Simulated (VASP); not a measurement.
Crystal: Al.

```xyz
1
Lattice="0.0000 2.0248 2.0248 2.0248 0.0000 2.0248 2.0248 2.0248 0.0000" Properties=species:S:1:pos:R:3 pbc="T T T"
Al    0.0000    0.0000    0.0000
```

| Item | Value |
| --- | --- |
| Program | VASP 6.6.1 |
| Task | relaxation of cell and atoms |
| Functional | PBEsol |
| Potentials or basis | VASP PAW PBE potentials, release 64 (Al) |
| Cutoff | 580 eV |
| k mesh | 18 × 18 × 18 |
| Occupations | gaussian, width 0.1 eV |
| Spin | no spin polarisation |

At the start: pressure -1.9 GPa; volume 16.60 Å³/atom.

Task: How do energy, volume and symmetry change on relaxing?

Result: Over 3 steps the energy falls by 2.5 meV/atom and the volume is 16.19 Å³/atom (-2.5 %); space group Fm-3m (No. 225, to 0.05 Å).

The path:
```
step  energy change (eV)  largest force (eV/Å)  pressure (GPa)  volume (Å³)
   1              0.0000                0.0000           -1.90        16.60
   2             -0.0024                0.0000            0.31        16.13
   3             -0.0025                0.0000            0.00        16.19
```

Final structure:
```cif
data_structure
_symmetry_space_group_name_H-M 'P 1'
_symmetry_Int_Tables_number 1
_cell_length_a 2.8398
_cell_length_b 2.8398
_cell_length_c 2.8398
_cell_angle_alpha 60.000
_cell_angle_beta 60.000
_cell_angle_gamma 60.000
_cell_volume 16.19
loop_
_atom_site_label
_atom_site_type_symbol
_atom_site_fract_x
_atom_site_fract_y
_atom_site_fract_z
_atom_site_occupancy
Al1 Al 0.00000 0.00000 0.00000 1
```

Caveat: the PAW data sets were made with another functional, which shifts forces and pressure a little.
